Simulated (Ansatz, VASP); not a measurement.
## RuC2: VASP beside Ansatz

INCAR

```
ALGO     = Normal         # electronic algorithm
EDIFF    = 1E-7           # SCF threshold, eV
EDIFFG   = -0.01          # ionic threshold
ENCUT    = 600            # plane-wave cutoff, eV
GGA      = PE             # functional
IBRION   = 2              # ionic algorithm
ISIF     = 3              # what is computed and relaxed
ISMEAR   = 0              # smearing method
LASPH    = T              # aspherical terms in the spheres
LCHARG   = F              # write CHGCAR
LREAL    = F              # projectors in reciprocal space
LWAVE    = F              # write WAVECAR
NELM     = 100            # most SCF steps
NSW      = 100            # ionic steps
PREC     = Accurate       # precision mode
SIGMA    = 0.1            # smearing width, eV
```

File KPOINTS:

```
k-points
0
Gamma
  8 8 8
```

POSCAR

```
RuC2
1.0
    0.0000000000      4.2767584618      4.2767584618
    4.2767584618      0.0000000000      4.2767584618
    4.2767584618      4.2767584618      0.0000000000
Ru C
2 4
Direct
    0.5000000000      0.5000000000      0.5000000000
    0.7500000000      0.7500000000      0.7500000000
    0.6250000000      0.6250000000      0.6250000000
    0.6250000000      0.6250000000      0.1250000000
    0.6250000000      0.1250000000      0.6250000000
    0.1250000000      0.6250000000      0.6250000000
```

Input for Ansatz:

```yaml
crystal:
  lattice:
    - [0.0, 4.2767584618, 4.2767584618]
    - [4.2767584618, 0.0, 4.2767584618]
    - [4.2767584618, 4.2767584618, 0.0]
  atoms:
    - { symbol: Ru, position: [0.5, 0.5, 0.5] }
    - { symbol: Ru, position: [0.75, 0.75, 0.75] }
    - { symbol: C, position: [0.625, 0.625, 0.625] }
    - { symbol: C, position: [0.625, 0.625, 0.125] }
    - { symbol: C, position: [0.625, 0.125, 0.625] }
    - { symbol: C, position: [0.125, 0.625, 0.625] }
basis:
  ecutwfc: 420
kpoints:
  mp_grid: { grid: [8, 8, 8] }
hamiltonian:
  xc: pbe
scf:
  occupations: { method: gaussian, width: 0.1 }
output:
  forces: true
  stress: true
  eigenvalues: true
  write_density: true
  write_potential: true
  elf: true
  volumetric_format: npy
relax:
  adjacent_minimum: "off"
  f_tol: 0.01
  max_steps: 80
  cell: { stress_tol: 0.05 }
```

Alike in both runs: task relaxation of cell and atoms; functional PBE; k mesh 8 × 8 × 8; occupations gaussian, width 0.1 eV; no spin polarisation.

```csv
,VASP,Ansatz
version,VASP 6.6.1,Ansatz 0.2.0
potentials or method,"VASP PAW PBE potentials, release 64 (Ru_pv, C)","scalar-relativistic, plane waves, PAW"
plane-wave cutoff (eV),600,420
valence electrons in the cell,44,48
```

Ansatz gave:

| Item | Value |
| --- | --- |
| gap on the k mesh at the Fermi level, each at its own relaxed structure (eV) | none |
| relaxed volume (Å³/atom) | 26.05 |
| relaxed cell length with the largest relative difference (Å) | 6.047 |

Task: What did VASP give for the same quantities?

Result: gap on the k mesh at the Fermi level, each at its own relaxed structure (eV): none; relaxed volume (Å³/atom): 26.02; relaxed cell length with the largest relative difference (Å): 6.044.

A gap of «none» marks a metal or a gap that the smearing closes. The two sets of potentials don't hold the same shells in valence. Ansatz warned: «xc_potential_rough_in_thin_density».
